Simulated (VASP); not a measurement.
# Be3Ga3C2 (P-6m2) in VASP: further runs

Runs on Be3Ga3C2. Level: PBE. Tasks: single point.

Everything below comes from runs of VASP 6.6.1. Logs are shortened: lines on timing, memory, paths and dates and some standing lists are left out, and cuts for length are marked.

## Step 1: The cell of the first run

Symmetry: P-6m2, No. 187, hexagonal system. The conventional cell has a = 5.045 Å, b = 5.045 Å, c = 4.033 Å, α = 90.00°, β = 90.00°, γ = 120.00°. Be (site symmetry mm2) has 4 Be at 2.43 to 2.62 Å and 4 Ga at 2.45 Å and 4 C at 2.52 Å as nearest neighbours. Around Ga (site symmetry mm2) lie 4 Ga at 2.42 to 2.62 Å and 4 Be at 2.45 Å and 4 C at 2.52 Å. C (site symmetry -6m2) has 6 Ga at 2.52 Å and 6 Be at 2.52 Å as nearest neighbours. C (site symmetry -6m2) has 6 Be at 2.52 Å and 6 Ga at 2.52 Å as nearest neighbours.

The cell was built by a generator and needn't be a form met in nature.

## Step 2: Single point, PBE (species swapped into the Mn3Fe3Ge2 type (P-6m2, No. 187))

The input, INCAR:

```
PREC = Accurate
ENCUT = 520
EDIFF = 1E-7
ISMEAR = 0
SIGMA = 0.1
LREAL = F
LASPH = T
NELM = 100
ALGO = Normal
ISIF = 2
LWAVE = F
LCHARG = T
GGA = PE
LELF = T
LVHAR = T
NBANDS = 36
```

The input, KPOINTS:

```
regular mesh
0
Gamma
  6 6 4
```

The input, POSCAR:

```
Be3Ga3C2
1.0
    5.0452157600      0.0000000000      0.0000000000
   -2.5226078800      4.3692850200      0.0000000000
    0.0000000000      0.0000000000      4.0328760500
Be Ga C
3 3 2
Direct
    0.0125490000      0.5062745000      0.5000000000
    0.4937255000      0.5062745000      0.5000000000
    0.4937255000      0.9874510000      0.5000000000
    0.6533320000      0.8266660000      0.0000000000
    0.1733340000      0.8266660000      0.0000000000
    0.1733340000      0.3466680000      0.0000000000
    0.0000000000      0.0000000000      0.5000000000
    0.6666666700      0.3333333300      0.0000000000
```

Potentials or basis: VASP PAW PBE potentials, release 64 (Be, Ga_d, C).

On the command line:

```console
> cat potpaw_PBE.64/Be/POTCAR potpaw_PBE.64/Ga_d/POTCAR potpaw_PBE.64/C/POTCAR > POTCAR
> mpirun -np 1 vasp_std > vasp.out
```

OUTCAR:

```text
PREC = Accurate
   ENCUT = 520
   EDIFF = 1E-7
   ISMEAR = 0
   LREAL = F
   LASPH = T
   NELM = 100
   ISIF = 2
   GGA = PE

 ion  position               nearest neighbor table
   1  0.013  0.506  0.500-   6 2.45   6 2.45   5 2.45   5 2.45
   2  0.494  0.506  0.500-   6 2.45   6 2.45   4 2.45   4 2.45
   3  0.494  0.987  0.500-   4 2.45   5 2.45   4 2.45   5 2.45
   4  0.653  0.827  0.000-   5 2.42   6 2.42   3 2.45   3 2.45   2 2.45   2 2.45   5 2.62   6 2.62

   5  0.173  0.827  0.000-   4 2.42   6 2.42   3 2.45   3 2.45   1 2.45   1 2.45   4 2.62   6 2.62

   6  0.173  0.347  0.000-   4 2.42   5 2.42   1 2.45   2 2.45   1 2.45   2 2.45   5 2.62   4 2.62

   7  0.000  0.000  0.500-
   8  0.667  0.333  0.000-

  LATTYP: Found a hexagonal cell.
 ALAT       =     5.0452157600
 C/A-ratio  =     0.7993465972

  Lattice vectors:

 A1 = (   5.0452157600,   0.0000000000,   0.0000000000)
 A2 = (  -2.5226078800,   4.3692850200,   0.0000000000)
 A3 = (   0.0000000000,   0.0000000000,   4.0328760500)

Analysis of symmetry for initial positions (statically):
=====================================================================
 Subroutine PRICEL returns:
 Original cell was already a primitive cell.

 Routine SETGRP: Setting up the symmetry group for a
 hexagonal supercell.

 Subroutine GETGRP returns: Found 12 space group operations
 (whereof 12 operations were pure point group operations)
 out of a pool of 24 trial point group operations.

The static configuration has the point symmetry D_3h.

Analysis of symmetry for dynamics (positions and initial velocities):
=====================================================================
 Subroutine PRICEL returns:
 Original cell was already a primitive cell.

 Routine SETGRP: Setting up the symmetry group for a
 hexagonal supercell.

 Subroutine GETGRP returns: Found 12 space group operations
 (whereof 12 operations were pure point group operations)
 out of a pool of 24 trial point group operations.

The dynamic configuration has the point symmetry D_3h.

 Subroutine INISYM returns: Found 12 space group operations
 (whereof 12 operations are pure point group operations),
 and found     1 'primitive' translations

----------------------------------------------------------------------------------------

                                     Primitive cell

  volume of cell :      88.9007

  direct lattice vectors                    reciprocal lattice vectors
     5.045215760  0.000000000  0.000000000     0.198207579  0.114435199  0.000000000
    -2.522607880  4.369285020  0.000000000     0.000000000  0.228870398  0.000000000
     0.000000000  0.000000000  4.032876050     0.000000000  0.000000000  0.247961997

  length of vectors
     5.045215760  5.045215764  4.032876050     0.228870398  0.228870398  0.247961997

  position of ions in fractional coordinates (direct lattice)
     0.012549000  0.506274500  0.500000000
     0.493725500  0.506274500  0.500000000
     0.493725500  0.987451000  0.500000000
     0.653332000  0.826666000  0.000000000
     0.173334000  0.826666000  0.000000000
     0.173334000  0.346668000  0.000000000
     0.000000000  0.000000000  0.500000000
     0.666666670  0.333333330  0.000000000

  ion indices of the primitive-cell ions
   primitive index   ion index
                 1           1
                 2           2
                 3           3
                 4           4
                 5           5
                 6           6
                 7           7
                 8           8

----------------------------------------------------------------------------------------

 KPOINTS: regular mesh

Automatic generation of k-mesh.
 Grid dimensions read from file:
 generate k-points for:    6    6    4

 Generating k-lattice:

  Cartesian coordinates                     Fractional coordinates (reciprocal lattice)
     0.033034596  0.019072533  0.000000000     0.166666667  0.000000000  0.000000000
     0.000000000  0.038145066  0.000000000     0.000000000  0.166666667  0.000000000
     0.000000000  0.000000000  0.061990499     0.000000000  0.000000000  0.250000000

  Length of vectors
     0.038145066  0.038145066  0.061990499

  Shift w.r.t. Gamma in fractional coordinates (k-lattice)
     0.000000000  0.000000000  0.000000000

 Subroutine IBZKPT returns following result:
 ===========================================

 Found     21 irreducible k-points:

 Following reciprocal coordinates:
            Coordinates               Weight
  0.000000  0.000000  0.000000      1.000000
  0.166667  0.000000  0.000000      6.000000
  0.333333 -0.000000  0.000000      6.000000
  0.500000  0.000000  0.000000      3.000000
  0.166667  0.166667  0.000000      6.000000
  0.333333  0.166667  0.000000     12.000000
[... 13 lines left out ...]
  0.333333  0.166667  0.500000     12.000000
  0.333333  0.333333  0.500000      2.000000
   k-points           NKPTS =     21   k-points in BZ     NKDIM =     21   number of bands    NBANDS=     36
   number of dos      NEDOS =    301   number of ions     NIONS =      8
   total plane-waves  NPLWV =  48000
   dimension x,y,z NGX =    40 NGY =   40 NGZ =   30
   dimension x,y,z NGXF=    80 NGYF=   80 NGZF=   60
   ions per type =               3   3   2
   NGX,Y,Z   is equivalent  to a cutoff of  13.18, 13.18, 12.37 a.u.
   NGXF,Y,Z  is equivalent  to a cutoff of  26.36, 26.36, 24.73 a.u.
 SYSTEM =  unknown system
   PREC   = accura    normal or accurate (medium, high low for compatibility)
   ISTART =      0    job   : 0-new  1-cont  2-samecut
   ICHARG =      2    charge: 1-file 2-atom 10-const
   ISPIN  =      1    spin polarized calculation?
   LNONCOLLINEAR =      F non collinear calculations
   LSORBIT =      F    spin-orbit coupling
   LASPH  =      T    aspherical Exc in radial PAW
   ENCUT  =  520.0 eV  38.22 Ry    6.18 a.u.   9.38  9.38  7.50*2*pi/ulx,y,z
   NELM   =    100;   NELMIN=  2; NELMDL= -5     # of ELM steps
   EDIFF  = 0.1E-06   stopping-criterion for ELM
   LREAL  =      F    real-space projection
   EDIFFG = 0.1E-05   stopping-criterion for IOM
   NSW    =      0    number of steps for IOM
   IBRION =     -1    ionic relax: 0-MD 1-quasi-New 2-CG
   NFREE  =      0    steps in history (QN), initial steepest desc. (CG)
   ISIF   =      2    stress and relaxation
   ISYM   =      2    0-nonsym 1-usesym 2-fastsym
   POTIM  = 0.5000    time-step for ionic-motion
   TEBEG  =    0.0;   TEEND  =   0.0 temperature during run
   PSTRESS=    0.0 pullay stress
   NELECT =      53.0000    total number of electrons
   NUPDOWN=      -1.0000    fix difference up-down
   EMIN   =  10.00;   EMAX   =-10.00  energy-range for DOS
   EFERMI =   0.00;   METHOD = LEGACY
   ISMEAR =     0;   SIGMA  =   0.10  broadening in eV -4-tet -1-fermi 0-gaus
   EFERMI_NEDOS =   21; number of points for ismear=-14 and -15
   IALGO  =     38    algorithm
   IMIX   =      4    mixing-type and parameters
     AMIX     =   0.40;   BMIX     =  1.00
     AMIX_MAG =   1.60;   BMIX_MAG =  1.00
  volume/ion in A,a.u.               =      11.11        74.99
  Fermi-wavevector in a.u.,A,eV,Ry     =   1.377839  2.603738 25.829846  1.898440
  Thomas-Fermi vector in A             =   2.502955
   LORBIT       =      0    0 simple, 1 ext, 2 COOP (PROOUT), +10 PAW based schemes
   GGA     = PE    functional components
   LHFCALC =     F    Hartree Fock is set to
   AEXX    =    0.0000 exact exchange contribution
   IVDW    =     0    specifies the selected vdW correction
   LEPSILON=     F    determine dielectric tensor
   LRPA    =     F    only Hartree local field effects (RPA)
 non-spin polarized calculation
 Gauss-broadening in eV      SIGMA  =   0.10
  energy-cutoff  :      520.00
  volume of cell :       88.90
 maximum number of plane-waves:      2421
 NGX is ok and might be reduce to    40
   NGX = 19   NGY = 19   NGZ = 15

 number of electron      53.0000020 magnetization

 Free energy of the ion-electron system (eV)
  ---------------------------------------------------
  ext. energy  EPLUGINS =         0.00000000
  ---------------------------------------------------
  free energy    TOTEN  =       -27.64793587 eV

  energy without entropy =      -27.63431211  energy(sigma->0) =      -27.64112399

 E-fermi :   7.1427     XC(G=0): -11.5056

 val. band max:        7.1007316929   @ k =   0.0000   0.0000   0.0000
 cond. band min:       7.1577795634   @ k =   0.0000   0.0000   0.5000
 fundamental gap:      0.0570478706
 Fermi energy:         7.1427341037

 k-point     1 :       0.0000    0.0000    0.0000
  band No.  band energies     occupation
      1      -8.8349      2.00000
      2      -8.5967      2.00000
      3      -8.5967      2.00000
      4      -8.4890      2.00000
      5      -8.4112      2.00000
      6      -8.2781      2.00000
[... 28 lines left out ...]
     35      12.4593      0.00000
     36      12.4634      0.00000

 k-point     2 :       0.1667    0.0000    0.0000
  band No.  band energies     occupation
      1      -8.7888      2.00000
      2      -8.5863      2.00000
      3      -8.5502      2.00000
      4      -8.4664      2.00000
      5      -8.3848      2.00000
      6      -8.2768      2.00000
[... 28 lines left out ...]
     35      12.3963      0.00000
     36      12.5260      0.00000

 k-point     3 :       0.3333   -0.0000    0.0000
  band No.  band energies     occupation
      1      -8.6908      2.00000
      2      -8.5460      2.00000
      3      -8.4278      2.00000
      4      -8.4135      2.00000
      5      -8.3163      2.00000
      6      -8.2666      2.00000
[... 28 lines left out ...]
     35      11.5977      0.00000
     36      12.1858      0.00000
[... 625 lines left out ...]
 k-point    20 :       0.3333    0.1667    0.5000
  band No.  band energies     occupation
      1      -8.6151      2.00000
      2      -8.5088      2.00000
      3      -8.4158      2.00000
      4      -8.3629      2.00000
      5      -8.2824      2.00000
      6      -8.2328      2.00000
[... 28 lines left out ...]
     35      12.3282      0.00000
     36      13.6643      0.00000

 k-point    21 :       0.3333    0.3333    0.5000
  band No.  band energies     occupation
      1      -8.5295      2.00000
      2      -8.4960      2.00000
      3      -8.3930      2.00000
      4      -8.3663      2.00000
      5      -8.3024      2.00000
      6      -8.2553      2.00000
[... 28 lines left out ...]
     35      12.4726      0.00000
     36      13.4405      0.00000

------------------------ aborting loop because EDIFF is reached ----------------------------------------

  FORCE on cell =-STRESS in cart. coord.  units (eV):
  Direction    XX          YY          ZZ          XY          YZ          ZX
  --------------------------------------------------------------------------------------
  -------------------------------------------------------------------------------------
  Total        4.5052088      4.5052088     -0.8057166     -0.0000000     -0.0000000      0.0000000
  in kB       81.1933598     81.1933600    -14.5207112     -0.0000000     -0.0000000      0.0000000
  external PRESSURE =      49.2886695 kB  Pullay stress =       0.0000000 kB

 VOLUME and BASIS-vectors are now :
 -----------------------------------------------------------------------------
  energy-cutoff  :      520.00
  volume of cell :       88.90
      direct lattice vectors                 reciprocal lattice vectors
     5.045215760  0.000000000  0.000000000     0.198207579  0.114435199  0.000000000
    -2.522607880  4.369285020  0.000000000     0.000000000  0.228870398  0.000000000
     0.000000000  0.000000000  4.032876050     0.000000000  0.000000000  0.247961997

 POSITION                                       TOTAL-FORCE (eV/Angst)
 -----------------------------------------------------------------------------------
     -1.21382      2.21206      2.01644        -0.657026     -0.379334      0.000000
      1.21382      2.21206      2.01644         0.657026     -0.379334      0.000000
     -0.00000      4.31445      2.01644        -0.000000      0.758669      0.000000
      1.21085      3.61194      0.00000         1.884578      1.088061      0.000000
     -1.21085      3.61194      0.00000        -1.884578      1.088061      0.000000
     -0.00000      1.51469      0.00000        -0.000000     -2.176123     -0.000000
      0.00000      0.00000      2.01644        -0.000000     -0.000000      0.000000
      2.52261      1.45643      0.00000        -0.000000     -0.000000      0.000000
 -----------------------------------------------------------------------------------
    total drift:                               -0.000005      0.000003      0.000000

  FREE ENERGIE OF THE ION-ELECTRON SYSTEM (eV)
  ---------------------------------------------------
  free  energy   TOTEN  =       -27.6479358704 eV

  energy  without entropy=      -27.6343121055  energy(sigma->0) =      -27.64112399
```

Run time: 63 s. Hardware: 1 thread of AMD EPYC 7R13 (Zen 3), shared host; peak memory 0.2 GiB.

What came out:

```yaml
Free_energy: -27.6479 eV
Pressure: 4.9 GPa
Largest_force: 2.176 eV/Å
Band_gap_on_the_k_mesh: none (metal or under the smearing width)
```

Forces on the atoms (eV/Å):
```
Be  -0.657 -0.379  0.000
Be   0.657 -0.379  0.000
Be   0.000  0.759  0.000
Ga   1.885  1.088  0.000
Ga  -1.885  1.088  0.000
Ga   0.000 -2.176  0.000
C    0.000  0.000  0.000
C    0.000  0.000  0.000
```

Stress tensor (GPa, compression positive):
```
 8.12  0.00  0.00
 0.00  8.12  0.00
 0.00  0.00 -1.45
```

Caveat: the k mesh is coarse (spacing up to 0.39 Å⁻¹), so the values aren't converged; forces of over 1 eV/Å show positions far from the minimum, so gaps and moduli don't describe the material at rest.

(Part 1 of 2 ends here.)
